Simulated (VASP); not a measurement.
An input for Quantum ESPRESSO's pw.x (written as the equivalent of a VASP run, and not itself run):

```
&CONTROL
  calculation = 'scf'
  pseudo_dir = './pseudo'
  outdir = './out'
  tprnfor = .true.
  tstress = .true.
/
&SYSTEM
  ibrav = 0
  nat = 1
  ntyp = 1
  ecutwfc = 82
  occupations = 'smearing'
  smearing = 'methfessel-paxton'
  degauss = 0.00735
  input_dft = 'vdw-df2'
/
&ELECTRONS
  conv_thr = 7.3e-09
  electron_maxstep = 100
/
ATOMIC_SPECIES
  Pd 106.420 Pd.upf
CELL_PARAMETERS angstrom
     0.0000000    2.0196533    2.0196533
     2.0196533    0.0000000    2.0196533
     2.0196533    2.0196533    0.0000000
ATOMIC_POSITIONS crystal
  Pd   0.0000000  0.0000000  0.0000000
K_POINTS automatic
  15 15 15 0 0 0
```

### Question
Translate this input to VASP (INCAR, KPOINTS, POSCAR, choice of POTCAR).

### Answer
This is not unique; one that fits is 
KPOINTS:
```
Automatic mesh
0
Gamma
  15 15 15
```

### POSCAR
```
Pd
2.8562210
  0.0000000000   0.7071068024   0.7071068024
  0.7071068024   0.0000000000   0.7071068024
  0.7071068024   0.7071068024   0.0000000000
Pd
1
direct
  0.0000000000   0.0000000000   0.0000000000
```

**INCAR**
```
SYSTEM = Pd
PREC = Accurate; ENCUT = 520; LREAL = F
LASPH = T
EDIFF = 1E-7; NELM = 100; ALGO = Normal
LMAXMIX = 4
ISMEAR = 1; SIGMA = 0.1
GGA = ML; LUSE_VDW = T; AGGAC = 0.0
ZAB_VDW = -1.8867
ISIF = 2
LWAVE = F; LCHARG = F
```

POTCAR, in this order: Pd (PBE.64 set). Program: vasp_std.

The two are equivalent in intent, not identical: the potentials are each code's own (VASP's PAW set, PseudoDojo norm-conserving files in pw.x), so ENCUT and ecutwfc are chosen apart and not converted; conv_thr bounds pw.x's estimated SCF error, while EDIFF bounds the energy change between steps.

The compound is Pd in the fcc structure. This cell is one point of a volume scan, at 0.97 of the reference volume.
